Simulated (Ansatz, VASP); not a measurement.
# NaF (Villiaumite): VASP beside Ansatz

Wanted: the spread between two codes on one cell, functional and k mesh. Valence electrons are named where the data sets of a main pair hold unlike numbers.

Method: plane waves, with VASP 6.6.1 beside it; single point at PBEsol, in Ansatz 0.2.0.

## 1. The structure

The structure is cubic, space group Fm-3m (No. 225). The conventional cell has a = 4.634 Å, b = 4.634 Å, c = 4.634 Å, α = 90.00°, β = 90.00°, γ = 90.00°. Na has 6 F at 2.32 Å nearest. Nearest to F lie 6 Na at 2.32 Å. Farther neighbours and most contacts between anions are not listed.

## 2. VASP: single point, PBEsol

A single point gives forces, pressure and levels at one fixed geometry, so differences don't come from the geometry; what else differs is listed under the comparison.

Lines of VASP's logs that name or quote its potential files are left out, and so is its time.

File INCAR:

```
SYSTEM = NaF
PREC = Accurate
ENCUT = 520
EDIFF = 1E-05
NELM = 100
ISMEAR = 0
SIGMA = 0.05
LREAL = .FALSE.
ALGO = Normal
GGA = PS
NBANDS = 13
LORBIT = 11
LWAVE = .FALSE.
LCHARG = .FALSE.
KPAR = 4
```

File POSCAR:

```
NaF
1.0
    0.0000000000      2.3170000000      2.3170000000
    2.3170000000      0.0000000000      2.3170000000
    2.3170000000      2.3170000000      0.0000000000
Na F
1 1
Direct
    0.0000000000      0.0000000000      0.0000000000
    0.5000000000      0.5000000000      0.5000000000
```

File KPOINTS:

```
Automatic mesh
0
Gamma
8 8 8
0 0 0
```

The projector-augmented-wave data sets are Na_pv and F (PBE family, release 64).

Started as:

```bash
$ mpirun -np 4 vasp_std
```

Numbers of over 12 decimals in the logs are rounded to 6 here.

The log of the run:

```text
[banner, memory and clock lines left out]
running    4 mpi-ranks, on    1 nodes
 distrk:  each k-point on    1 cores,    4 groups
 distr:  one band on    1 cores,    1 groups

 POSCAR found type information on POSCAR NaF
 POSCAR found :  2 types and       2 ions
|                                                                             |
|               ----> ADVICE to this user running VASP <----                  |
|                                                                             |
|     You enforced a specific xc type in the INCAR file but a different       |
|     [... a line on the potential file left out ...]
|     I HOPE YOU KNOW WHAT YOU ARE DOING!                                     |
|                                                                             |

 LDA part: xc-table for (Slater+PW92), standard interpolation
 POSCAR, INCAR and KPOINTS ok, starting setup
 FFT: planning ... GRIDC
 FFT: planning ... GRID_SOFT
 FFT: planning ... GRID
 WAVECAR not read
 entering main loop
       N       E                     dE             d eps       ncg     rms          rms(c)
DAV:   1     0.110502464698E+03    0.11050E+03   -0.79613E+03   764   0.132E+03
DAV:   2    -0.364561240553E+01   -0.11415E+03   -0.10690E+03   824   0.352E+02
DAV:   3    -0.949017465967E+01   -0.58446E+01   -0.58317E+01   929   0.757E+01
DAV:   4    -0.953848655156E+01   -0.48312E-01   -0.48310E-01   824   0.730E+00
DAV:   5    -0.953899884969E+01   -0.51230E-03   -0.51230E-03   914   0.759E-01    0.491E+00
DAV:   6    -0.878437336780E+01    0.75463E+00   -0.27740E+00   884   0.156E+01    0.181E+00
DAV:   7    -0.876958732830E+01    0.14786E-01   -0.28077E-02   774   0.221E+00    0.102E+00
DAV:   8    -0.876837954458E+01    0.12078E-02   -0.25451E-02   784   0.370E+00    0.143E-01
DAV:   9    -0.876891349519E+01   -0.53395E-03   -0.42450E-03   894   0.660E-01    0.111E-01
DAV:  10    -0.876879796084E+01    0.11553E-03   -0.93229E-04   794   0.369E-01    0.143E-02
DAV:  11    -0.876880013432E+01   -0.21735E-05   -0.43682E-05   849   0.148E-01
   1 F= -.87688001E+01 E0= -.87688001E+01  d E =-.234029E-13
```

OUTCAR, selected parts (step 2):

```text
ion  position               nearest neighbor table
   1  0.000  0.000  0.000-   2 2.32   2 2.32   2 2.32   2 2.32   2 2.32   2 2.32
   2  0.500  0.500  0.500-   1 2.32   1 2.32   1 2.32   1 2.32   1 2.32   1 2.32

  LATTYP: Found a face centered cubic cell.
 ALAT       =     4.6340000000

 Subroutine GETGRP returns: Found 48 space group operations
 (whereof 48 operations were pure point group operations)

The static configuration has the point symmetry O_h .

 Found     29 irreducible k-points:

   k-points           NKPTS =     29   k-points in BZ     NKDIM =     29   number of bands    NBANDS=     13

   dimension x,y,z NGX =    24 NGY =   24 NGZ =   24
   dimension x,y,z NGXF=    48 NGYF=   48 NGZF=   48

   ENCUT  =  520.0 eV  38.22 Ry    6.18 a.u.   6.09  6.09  6.09*2*pi/ulx,y,z

   NELECT =      14.0000    total number of electrons

 k-points in reciprocal lattice and weights: Automatic mesh
   0.00000000  0.00000000  0.00000000       0.002
   0.12500000  0.00000000  0.00000000       0.016
   0.25000000  0.00000000  0.00000000       0.016
   0.37500000  0.00000000  0.00000000       0.016
   0.50000000  0.00000000  0.00000000       0.008
   0.12500000  0.12500000  0.00000000       0.012
   0.25000000  0.12500000  0.00000000       0.047
   0.37500000  0.12500000  0.00000000       0.047
   0.50000000  0.12500000  0.00000000       0.047
[...]
-0.37500000  0.50000000  0.12500000       0.023
  -0.25000000  0.50000000  0.25000000       0.012

 average (electrostatic) potential at core
       1 -46.6590       2 -77.3249

 E-fermi :  -1.9375

 k-point     1 :       0.0000    0.0000    0.0000
  band No.  band energies     occupation
    ...
      3     -20.9475      2.00000
      4     -20.9475      2.00000
      5      -2.1756      2.00000
      6      -2.1756      2.00000
      7      -2.1756      2.00000
      8       3.9844      0.00000
      9      16.6670      0.00000
     10      16.6670      0.00000
     11      16.6670      0.00000
     12      19.3487      0.00000
    ...

 k-point     2 :       0.1250    0.0000    0.0000
  band No.  band energies     occupation
    ...
      3     -20.9493      2.00000
      4     -20.7396      2.00000
      5      -2.4786      2.00000
      6      -2.2142      2.00000
      7      -2.2142      2.00000
      8       4.5351      0.00000
      9      14.8874      0.00000
     10      16.9057      0.00000
     11      16.9057      0.00000
     12      21.1580      0.00000
    ...

 k-point     3 :       0.2500    0.0000    0.0000
  band No.  band energies     occupation
    ...
      3     -20.9538      2.00000
      4     -20.4644      2.00000
      5      -3.0918      2.00000
      6      -2.3062      2.00000
      7      -2.3062      2.00000
      8       5.8558      0.00000
      9      12.7920      0.00000
     10      17.4313      0.00000
     11      17.4313      0.00000
     12      20.4897      0.00000
    ...

  Total       -0.0146911     -0.0146911     -0.0146911      0.0000000      0.0000000     -0.0000000
  in kB       -0.9461417     -0.9461417     -0.9461417      0.0000000      0.0000000     -0.0000000
  external PRESSURE =      -0.9461417 kB  Pullay stress =       0.0000000 kB

  energy-cutoff  :      520.00
  volume of cell :       24.88
      direct lattice vectors                 reciprocal lattice vectors
     0.000000000  2.317000000  2.317000000    -0.215796288  0.215796288  0.215796288
     2.317000000  0.000000000  2.317000000     0.215796288 -0.215796288  0.215796288
     2.317000000  2.317000000  0.000000000     0.215796288  0.215796288 -0.215796288

 POSITION                                       TOTAL-FORCE (eV/Angst)
 -----------------------------------------------------------------------------------
      0.00000      0.00000      0.00000         0.000000      0.000000      0.000000
      2.31700      2.31700      2.31700         0.000000      0.000000      0.000000
 -----------------------------------------------------------------------------------
    total drift:                                0.000000     -0.000000      0.000000

  FREE ENERGIE OF THE ION-ELECTRON SYSTEM (eV)
  ---------------------------------------------------
  free  energy   TOTEN  =        -8.7688001343 eV

  energy  without entropy=       -8.7688001343  energy(sigma->0) =       -8.76880013

 total charge
# of ion       s       p       d       tot
------------------------------------------
    1        0.051   5.996   0.000   6.047
    2        1.726   4.368   0.000   6.094
--------------------------------------------------
tot          1.777  10.365   0.000  12.141

[... 3 further parts left out ...]
```

The gap is read on the k-mesh alone, so it is an upper bound where the band edges lie off the mesh. The PAW data sets were made with PBE, which is usual practice but a small mismatch for other functionals.

## 3. Ansatz: single point, PBEsol

Ansatz runs on its default PAW (the set named soft_2) files.

The same cell, functional, mesh and smearing now go to Ansatz, which takes its cutoff from its data sets.

File input.yaml:

```yaml
crystal:
  lattice:
    - [0.0, 2.317, 2.317]
    - [2.317, 0.0, 2.317]
    - [2.317, 2.317, 0.0]
  atoms:
    - { symbol: Na, position: [0.0, 0.0, 0.0] }
    - { symbol: F, position: [0.5, 0.5, 0.5] }
hamiltonian:
  xc: pbesol
  pseudopotentials: { kind: paw }
kpoints:
  mp_grid: { grid: [8, 8, 8] }
scf:
  occupations: { method: gaussian, width: 0.05 }
  n_extra_bands: 4
output:
  forces: true
  stress: true
  eigenvalues: true
```

Started as:

```bash
$ ansatz run input.yaml --threads 2 --pin off --max-ram 4608MiB --backend cpu --events-out ev --progress --plain --runs-dir out
```

The log of the run:

```text
scf.n_extra_bands = 4 over 8 filled bands (N_el = 16.0): the run solves 12 bands
Engine: ansatz 0.2.0, aarch64-unknown-linux-gnu
Pseudopotentials: kind: paw
Pseudopotential: Na, paw, valence charge 9, recommended cutoff 420 eV (normal), Na.paw.azcp
Pseudopotential: F, paw, valence charge 7, recommended cutoff 420 eV (normal), F.paw.azcp
Functional definition: PBEsol
  exchange = pbesol_x
  correlation = pbesol_c
Crystal: 2 atoms, lattice volume = 24.878 Å³
Basis set: ecut = 420 eV, 531 PW (Γ), exchange–correlation on 48×48×48 points (8 copies of the dense FFT grid, shifted against one another)
Bands: 12, of which v1, the nominal top of the filled ones, is band 8 counted from 1 (7 counted from 0)
Symmetry: 48 space group operations
Space group: Fm-3m (ITA 225), of the structure as read, at distance tolerance 2.9e-5 Å
k-points: 29 of 512
Non-local potential: Na, projectors of the file, l = 0: 3, l = 1: 2, l = 2: 1
Non-local potential: F, projectors of the file, l = 0: 2, l = 1: 2, l = 2: 1
PAW form: soft (Blöchl's): semilocal exchange-correlation on the pseudo side does not see the compensation charge
PAW frozen core: Na, regenerated for the run's functional, and the local potential with it (the file was generated under x = pbe(κ = 0.804, μ = 0.219515), c = pbe(β = 0.066725))
PAW frozen core: F, regenerated for the run's functional, and the local potential with it (the file was generated under x = pbe(κ = 0.804, μ = 0.219515), c = pbe(β = 0.066725))
PAW one-centre angular grid: Na, 110 points (default); XC on 64 Gauss nodes
PAW one-centre angular grid: F, 110 points (default); XC on 64 Gauss nodes
Initial density: superposition of atomic densities (neutral atoms: chi_scale 0, normalization atom), corrected by the library's trained network
Initial wavefunctions: pseudopotential atomic-orbital guess
Functional: x = pbesol(κ = 0.804, μ = 0.123457), c = pbesol(β = 0.046)
SCF iter   1: F=—  HF=-2278.929618 eV  |F-HF|=—  |Δ(HF+E_count)|=         —  Δρ=1.16e-2  dr2=2.02e-2  ethr=1.77e-3  ⟨swp⟩=5.2  Hψ=1921  notcnv=0
preconditioner: auto → none  [insulator: Δε(μ)=6.023 eV  Ē_g=26.088 eV  σ=0.050 eV  W_gap=1.00  n_scr=8 (ndim 8)  ℏωp=27.9 eV  f_vac=0.108  D(μ)=0.00/eV (n_scr^D=0)  ε∞_Penn≈2.1]
SCF iter   2: F=—  HF=-2278.923338 eV  |F-HF|=—  |Δ(HF+E_count)|=   6.28e-3  Δρ=5.01e-3  dr2=3.47e-3  ethr=1.26e-4  ⟨swp⟩=2.0  Hψ=791  notcnv=0
SCF iter   3: F=—  HF=-2278.922276 eV  |F-HF|=—  |Δ(HF+E_count)|=   1.06e-3  Δρ=4.69e-4  dr2=3.53e-5  ethr=2.17e-5  ⟨swp⟩=2.0  Hψ=517  notcnv=0
SCF iter   4: F=—  HF=-2278.922295 eV  |F-HF|=—  |Δ(HF+E_count)|=   1.90e-5  Δρ=1.08e-4  dr2=6.62e-7  ethr=2.21e-7  ⟨swp⟩=2.0  Hψ=580  notcnv=0
SCF iter   5: F=—  HF=-2278.922299 eV  |F-HF|=—  |Δ(HF+E_count)|=   3.03e-6  Δρ=4.81e-5  dr2=3.97e-7  ethr=4.14e-9  ⟨swp⟩=2.0  Hψ=549  notcnv=0
SCF iter   6: F=-2278.922298 eV  HF=-2278.922298 eV  |F-HF|=4.95e-9  |Δ(HF+E_count)|=   8.27e-8  Δρ=6.81e-6  dr2=7.78e-9  ethr=6.25e-10  ⟨swp⟩=3.0  Hψ=1212  notcnv=0
SCF 1 converged in 6 iterations: F = -2278.922298 eV  dr2 = 7.78e-9
  greatest PAW one-centre occupation: 0.999 electrons in one spin orbital (limit 2), on the Na atom at site 0 (counted from 0), in its partial waves of l = 0
SCF converged after 6 iterations
Free energy (F): -2278.922298 eV
Harris-Foulkes:  -2278.922298 eV  (|F-HF|=4.95e-9)
Internal energy: -2278.922298 eV  (E = F + TS)
E sigma→0 (E₀):  -2278.922298 eV
Fermi energy:    4.018025 eV
--- Per-component energies (eV) ---
  E_band       = -233.071038
  E_kinetic    = 328.438016
  E_local      = -1691.266628  (includes V_loc(G=0)·N_el)
  E_nonlocal   = 189.820051
  E_hartree    = 598.469929
  E_xc         = -118.083771
  E_vxc        = -152.440836  (∫ρ·V_xc dr)
  E_paw        = -447.014769  (= ΣΔE_a)
  E_vpaw       = -104.566560  (= ΣTr[D̂ρ^β])
  E_aug_tail   = 0.001980  (compensation charges beyond the density's cutoff)
  E_ewald      = -1139.384243
  E_core_change = 0.097136  (= ΣΔE_core)
  E_smearing   = -0.000000  (= −TS)
  E_closure    = -0.000000  (closes the sum)
  Σ components = -2278.922298   (vs F -2278.922298, Δ=0.00e0)
--- Forces (eV/Å), atoms counted from 1 ---
  atom   1  Na    -0.00000000     0.00000000     0.00000000
  atom   2  F      0.00000000    -0.00000000    -0.00000000
  max |Σ_I F_I| component: 2.90e-29 eV/Å
--- Stress (GPa, compression-positive) ---
       -0.154334      -0.000000      -0.000000
       -0.000000      -0.154334       0.000000
        0.000000       0.000000      -0.154334
  P = ⅓ Tr σ = -0.1543 GPa (-1.543 kbar)
--- Band table (eV; the first three rows and the last of 29) ---
  k-point 0: bands = [... 4 lower, -17.8446, 0.9269, 0.9269, 0.9269, 7.1087, 19.7596, 19.7596, 19.7596]
  k-point 1: bands = [... 4 lower, -17.6339, 0.6264, 0.8888, 0.8888, 7.6576, 17.9891, 19.9992, 19.9992]
  k-point 2: bands = [... 4 lower, -17.3596, 0.0170, 0.7975, 0.7975, 8.9755, 15.9001, 20.5314, 20.5314]
  k-point 28: bands = [... 4 lower, -17.3966, 0.0398, 0.0398, 0.3492, 13.9665, 13.9665, 16.0793, 17.7065]
```

Elapsed: 0.36 s, on 2 threads of Arm Neoverse V2, shared host; peak memory 0.2 GiB.

The run ends at a pressure of -0.15 GPa.

## 4. Differences

Known differences besides the potentials themselves: the data sets hold 16 valence electrons in Ansatz (on its default PAW (the set named soft_2) files) and 14 in VASP; the cutoff is 420 eV in Ansatz and 520 eV in VASP; Ansatz makes its cores anew for this functional, VASP keeps those of its PBE data sets; VASP leaves aspherical gradient terms in its spheres out (LASPH is not set), Ansatz keeps them. Total energies have different zeros and are not compared.

Compared:

| quantity | Ansatz | VASP | difference |
| --- | --- | --- | --- |
| pressure (GPa) | -0.15 | -0.09 | -0.06 |
| pressure without Ansatz's Pulay correction (GPa) | -0.66 | -0.09 | -0.57 |
| gap on the k mesh (eV) | 6.182 | 6.160 | +0.022 |

A gap on the mesh is an upper bound, since the band edges may lie between its points. Ansatz's pressure holds a Pulay correction of 0.51 GPa; VASP's holds none.

## 5. Outcome

```yaml
difference_in_gap_on_the_k_mesh_single_point_pbesol: 0.022 eV
```

**Reading.** The difference in gap on the k mesh is 0.022 eV (single point, PBEsol), within the 0.08 eV picked in this series as the mark of a large difference. The data sets hold unlike numbers of valence electrons (16 in Ansatz and 14 in VASP), so part of the differences comes from the potentials. How closely two codes agree says nothing of how well the functional describes the real material.

[Lines on the potential files, build, host, timing and source positions are cut from VASP's logs without a mark.]

[Logs are printed without paths, hosts, clocks, repeated set-up lines and the standing remarks that a program may print on its own settings, such as how far it seeks lower states.]

[Hosts, paths, dates, database ids (printed as entryN), source tags and the programs' standing remarks are cut or masked in the printed files.]
